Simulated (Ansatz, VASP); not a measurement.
**One calculation of BiB, two programs**

```
B Bi
1.0
     3.37013    0.00000    0.00000
     0.00000    3.37013    0.00000
     0.00000    0.00000    3.37013
B Bi
1 1
Direct
  0.00000 0.00000 0.00000
  0.50000 0.50000 0.50000
```

The cell was built by a generator and needn't be a form met in nature.

Alike in both runs: task single point; functional PBE; k mesh 8 × 8 × 8; occupations fermi-dirac, width 0.02 eV; no spin polarisation.

```csv
,VASP,Ansatz
version,VASP 6.6.1,Ansatz 0.2.0
potentials or method,"VASP PAW PBE potentials, release 64 (B, Bi_d)","plane waves, PAW"
plane-wave cutoff (eV),520,420
valence electrons in the cell,18,18
```

```csv
,VASP,Ansatz,Ansatz less VASP
pressure (GPa),0.2,0.2,+0.03
```

The functional is the same, so the differences come from potentials, cutoffs and numerics.
